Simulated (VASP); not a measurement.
Method: PBEsol GGA, VASP's PBE PAW potentials (set 64) (plane waves; VASP 6.6.1).

The input files of a VASP run:

### KPOINTS
```
Automatic mesh
0
Gamma
15 15 8
0 0 0
```

### INCAR
```
ALGO  =  Normal
EDIFF  =  1E-6
EDIFFG  =  -0.02
ENCUT  =  500
GGA  =  PS
IBRION  =  2
ISIF  =  3
ISMEAR  =  1
LASPH  =  .True.
LCHARG  =  .False.
LMAXMIX  =  4
LREAL  =  .False.
LWAVE  =  .False.
NELM  =  100
NSW  =  40
PREC  =  Accurate
PSTRESS  =  450
SIGMA  =  0.1
SYSTEM  =  Sc
```

### POSCAR
```
Sc
1.0
  1.4203677343  -2.4601488246   0.0000000000
  1.4203677343   2.4601488246   0.0000000000
  0.0000000000   0.0000000000   4.4402360479
Sc
2
Cartesian
  1.4203677343   0.8200512483   1.1100590120
  1.4203677343  -0.8200512483   3.3301770359
```

POTCAR, in this order: Sc_sv (PBE.64 set). Program: vasp_std.

Q: What will the output report for the number of irreducible k-points (NKPTS), largest plane-wave count, number of space-group operations, FFT grid (NGX, NGY, NGZ)?

A: 
- number of irreducible k-points (NKPTS) = 135
- largest plane-wave count = 802
- number of space-group operations = 24
- FFT grid (NGX, NGY, NGZ) = 24 × 24 × 32

The compound is Sc in the hcp structure. This run relaxes it under an external pressure of 45 GPa. Symmetry was kept, so distortions that lower it aren't found.
